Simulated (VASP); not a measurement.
```yaml
crystal:
  lattice:
    - [2.96351, 0.00000, 0.00000]
    - [0.00000, 2.96351, 0.00000]
    - [0.00000, 0.00000, 4.23930]
  atoms:
    - { symbol: Ti, position: [0.50000, 0.50000, 0.50000] }
    - { symbol: In, position: [0.00000, 0.00000, 0.00000] }
```

Level of theory: PBEsol GGA, VASP's PBE PAW potentials (set 64) (plane waves; VASP 6.6.1). Run with 300 eV cut-off, 15×15×10 Γ-centred mesh, Fermi-Dirac smearing of 0.10 eV, potentials Ti_sv In_d.

Task: Give the energies of bands 10 to 15 at the high-symmetry points, in eV from the Fermi level.

Result: 
```csv
band,Γ,X,M,Z,R,A
10,-9.65,-5.18,-3.12,-8.35,-5.25,-2.40
11,-1.41,-4.74,-0.94,-5.37,-3.28,-2.39
12,-0.76,-1.75,-0.94,-0.74,-1.58,-2.39
13,-0.69,-0.46,0.23,0.29,-0.88,0.51
14,1.80,1.30,0.23,1.28,1.26,1.46
15,1.80,1.89,0.30,1.28,1.51,3.47
```

It has no gap at this level: it comes out as a metal or semimetal.

The structure comes from a computed database's TiIn entry (P4/mmm); how it stands against other phases isn't given here. The cell was not relaxed at this level. The electron count is odd and the run is not spin-polarised, which forces a metal.
